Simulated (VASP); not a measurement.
RuCl2:

```
CELL_PARAMETERS angstrom
3.54969 0.00000 0.00000
-1.77485 3.07412 0.00000
0.00000 0.00000 5.72639
ATOMIC_POSITIONS crystal
Ru 0.00000 0.00000 0.00000
Cl 0.33333 0.66667 0.25200
Cl 0.66667 0.33333 0.74800
```

The cell comes from a database or a generator and needn't be the stable form of this composition.

Program: VASP 6.6.1. Alike in all runs: task single point; potentials or basis VASP PAW PBE potentials, release 64 (Ru_pv, Cl); cell as given; k mesh 6 × 6 × 4; cutoff (eV) 520; smearing gaussian 0.05 eV.

Order these runs on this cell by their pressure, lowest first.
A. level PBE; spin collinear, random start
B. level PBEsol; spin collinear, ferromagnetic start
C. level PBE+U; spin collinear, random start; U Ru d U = 4 eV

B (-10.5 GPa), A (-6.0 GPa), C (-2.0 GPa).

Caveats: the PAW data sets were made with another functional, which shifts forces and pressure a little (some runs).

Not every run made on this cell is shown here.
